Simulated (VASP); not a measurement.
Consider the following.

```
BP
1.0
    0.00000     2.27000     2.27000
    2.27000     0.00000     2.27000
    2.27000     2.27000     0.00000
B P
1 1
Cartesian
  0.00000   0.00000   0.00000
  1.13500   1.13500   1.13500
```
Cell charge +0.1.

Level of theory: PBE GGA, VASP's PBE PAW potentials (set 64) (plane waves; VASP). Run with NELECT = 7.9, 520 eV cut-off, 9×9×9 Γ-centred mesh, Gaussian smearing of 0.050 eV, potentials B P.

The cell is charged, with a uniform compensating background.

Question: Predict the energy per atom (σ→0), pressure, band gap (on the k-mesh) with the smallest direct gap where there is one.

Answer: 
```
Quantity                                                     Value
------------------------  ----------------------------------------
band gap (on the k-mesh)  none (metal, semimetal or under 0.01 eV)
energy per atom (σ→0)                               -6.815 eV/atom
pressure                                                 -7.25 GPa
```

Only differences to runs with the same potentials and settings are physical.

The compound is BP in the zinc blende structure. The cell was not relaxed at this level. The run is one of a series of settings (NELECT = 7.9 against the base run), some of them coarse on purpose.
